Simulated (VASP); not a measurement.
# C (Diamond): time-dependent DFT spectra, part 2 of 2

Aim: the absorption of C (Diamond) from time-dependent DFT with and without exact exchange. The cell has space group Fd-3m. The start is a cell from a database of measured crystal structures.

VASP 6.6.1, plane waves and PAW; the level of theory is named at each step.

So far, lowest excitation (eV): step 4 (casida equation on LDA, time-dependent LDA, Casida form) 5.53; step 5 (random-phase approximation on LDA, RPA spectrum on LDA) 5.54; step 9 (casida equation on B3LYP, time-dependent B3LYP, Casida form) 6.84; step 10 (random-phase approximation on B3LYP, RPA spectrum on B3LYP) 7.47.

**13. Casida equation on PBE0 (continued)**

Some of the lowest 40 states alone, with states under 2.5 meV apart joined, scaled to the strongest line shown. Exciton lines, with heights relative to the strongest:

| position (eV) | lines merged | oscillator strength |
| --- | --- | --- |
| 6.954 | 3 | 0.0 |
| 6.957 | 3 | 46 |
| 6.965 | 2 | 0.0 |
| 6.998 | 1 | 0.0 |
| 8.706 | 2 | 0.0 |
| 8.715 | 3 | 0.0 |
| 8.766 | 1 | 0.0 |
| 8.955 | 3 | 100 |
| 8.960 | 3 | 0.0 |
| 8.988 | 3 | 0.0 |
| 8.992 | 3 | 0.0 |
| 9.457 | 3 | 65 |
| 9.490 | 3 | 0.0 |

The lowest excitation lies at 6.954 eV, -785 meV against the direct gap of these orbitals, a distance that this coarse mesh makes far too large. It is dark; the first state with over 2 % of the strongest strength among the lowest 40 lies at 6.957 eV. Peak heights aren't converged with the mesh, least of all at the onset.

**14. Random-phase approximation on PBE0**

This step: RPA spectrum on PBE0; plane waves and PAW (C) (VASP 6.6.1).

INCAR reads:

```
SYSTEM = C
PREC = Accurate
ENCUT = 420
ISMEAR = 0
SIGMA = 0.01
LREAL = .FALSE.
LHFCALC = .TRUE.
AEXX = 0.25
GGA = PE
LASPH = .TRUE.
NBANDS = 20
PRECFOCK = Fast
ALGO = TDHF
NBANDSO = 4
NBANDSV = 4
OMEGAMAX = 25
NEDOS = 1000
CSHIFT = 0.1
LWAVE = .FALSE.
LCHARG = .FALSE.
ANTIRES = 0
LFXC = .FALSE.
LADDER = .FALSE.
```

POSCAR reads:

```
C
1.0
    0.0000000000      1.7833700000      1.7833700000
    1.7833700000      0.0000000000      1.7833700000
    1.7833700000      1.7833700000      0.0000000000
C
2
Direct
    0.7500000000      0.7500000000      0.7500000000
    0.5000000000      0.5000000000      0.5000000000
```

KPOINTS reads:

```
Automatic mesh
0
Gamma
6 6 6
0 0 0
```

The projector-augmented-wave data sets are C (PBE family, release 64).

The run is started by

```sh
$ mpirun -np 4 vasp_std
```

Run time: 12 s. Hardware: 4 MPI ranks of AMD EPYC 7R43, shared host; peak memory 0.57 GiB.

Numbers from this step:

```yaml
lowest_excitation: 7.742 eV
```

The imaginary dielectric function, xx has structure finer than the step of the table below, so its rows give means over 1 eV, whole bins alone (the curve runs from 0 to 25 eV). Peaks (eV: height): 10.3: 10.6, 12.3: 13.8, 13.6: 51.5, 18.0: 9.50, 19.0: 14.9.

From 4 filled and 4 empty bands alone, without any pair above OMEGAMAX = 25 eV, so strength is missing wherever others contribute; lines are broadened by CSHIFT, which also makes the tail under the first line. The imaginary dielectric function, xx by photon energy; means over each step:

| photon energy (eV) | imaginary dielectric function, xx |
| --- | --- |
| 1 | 0.00402 |
| 2 | 0.00845 |
| 3 | 0.0138 |
| 4 | 0.0209 |
| 5 | 0.0320 |
| 6 | 0.0554 |
| 7 | 0.227 |
| 8 | 1.53 |
| 9 | 0.394 |
| 10 | 4.64 |
| 11 | 2.62 |
| 12 | 6.39 |
| 13 | 9.39 |
| 14 | 18.2 |
| 15 | 3.38 |
| 16 | 2.34 |
| 17 | 3.03 |
| 18 | 6.36 |
| 19 | 7.92 |
| 20 | 4.23 |
| 21 | 1.27 |
| 22 | 2.12 |
| 23 | 0.729 |
| 24 | 0.759 |

The lowest excitation lies at 7.742 eV, +2 meV against the direct gap of these orbitals. It is dark; the first state with over 2 % of the strongest strength among the lowest 40 lies at 7.746 eV. Peak heights aren't converged with the mesh, least of all at the onset.

**15. Summary**

This step: time-dependent LDA, B3LYP, PBE0; plane waves and PAW (VASP 6.6.1).

No new run; the numbers come from the runs before.

Cost is wall time times ranks on a shared host, for this step alone, without the steps before it. Excitations by level:

| level | first excitation (eV) | cost (core minutes) |
| --- | --- | --- |
| Casida equation on LDA | 5.533 | 1.07 |
| random phases on LDA | 5.535 | 1.04 |
| Casida equation on B3LYP | 6.845 | 1.13 |
| random phases on B3LYP | 7.473 | 0.85 |
| Casida equation on PBE0 | 6.954 | 1.09 |
| random phases on PBE0 | 7.742 | 0.8 |

**16. Summary of results**

```yaml
casida_equation_on_lda: lowest vertical excitation 5.533 eV; direct gap 5.533 eV
rpa_on_lda: lowest vertical excitation 5.535 eV; direct gap 5.533 eV
casida_equation_on_b3lyp: lowest vertical excitation 6.845 eV; direct gap 7.470 eV
rpa_on_b3lyp: lowest vertical excitation 7.473 eV; direct gap 7.470 eV
casida_equation_on_pbe0: lowest vertical excitation 6.954 eV; direct gap 7.739 eV
rpa_on_pbe0: lowest vertical excitation 7.742 eV; direct gap 7.739 eV
```

Time-dependent B3LYP puts the lowest vertical singlet excitation at 6.845 eV, 0.63 eV below the direct gap of 7.470 eV; the states within 10 meV of it carry 49 % of the strength of the strongest such group among the lowest 40 states. Time-dependent PBE0 puts the lowest vertical singlet excitation at 6.954 eV, 0.79 eV below the direct gap of 7.739 eV; the states within 10 meV of it carry 46 % of the strength of the strongest such group among the lowest 40 states. The exchange-correlation kernel and the attraction move the centre of weight of eps2 xx over the computed range by -2.24 eV against the run in the random-phase approximation on B3LYP, a shift that holds the same mesh error (B3LYP). The exchange-correlation kernel and the attraction move the centre of weight of eps2 xx over the computed range by -2.63 eV against the run in the random-phase approximation on PBE0, a shift that holds the same mesh error (PBE0). The LDA kernel binds nothing: its lowest excitation, 5.533 eV, sits at the direct gap of 5.533 eV. The binding energy was not obtained: in a well-screened crystal the exciton spreads over many cells, and on this mesh its distance from the gap is set by the mesh and is far too large. On such a mesh the heights of single peaks aren't converged either. For the hybrids, on a mesh this coarse most of the distance from the gap can come from the q = 0 term of the exact exchange, which falls with the number of k points, so it doesn't show which functional binds an exciton. These are vertical excitations; an indirect gap can lie lower. Direct gaps by functional: 5.533 eV at LDA, 7.470 eV at B3LYP and 7.739 eV at PBE0. Exact exchange widens them. Unscreened exchange converges slowly with the mesh, in the gaps as in the binding, and the two errors partly cancel in the excitation energy. Only the bands set by NBANDSO and NBANDSV form pairs, and any pair above OMEGAMAX = 25 eV is dropped, so the spectrum is that of this window; the window can cut degenerate bands. The given cell is kept, although it stands at -14.1 GPa at LDA and ENCUT = 420 eV, which holds the mismatch of the given cell with this functional and any basis-set error. Not tabulated here, as repeats of values shown or as unfit to read for their mesh, reference level or band range: eps2 curves (empty bands); eps1 curves and static values (Casida equation, empty bands, random phases); line lists of runs without attraction (Casida equation, random phases); gaps (empty bands); exciton binding energies (Casida equation).

[Lines on the potential files, build, host, timing and source positions are cut from VASP's logs without a mark.]

[Logs are printed without paths, hosts, clocks, repeated set-up lines and the standing remarks that a program may print on its own settings, such as how far it seeks lower states.]

[Hosts, paths, dates, database ids (printed as entryN), source tags and the programs' standing remarks are cut or masked in the printed files.]

[Pressures printed for these runs are not shown converged in the cutoff: they can be off by several GPa and have the wrong sign.]
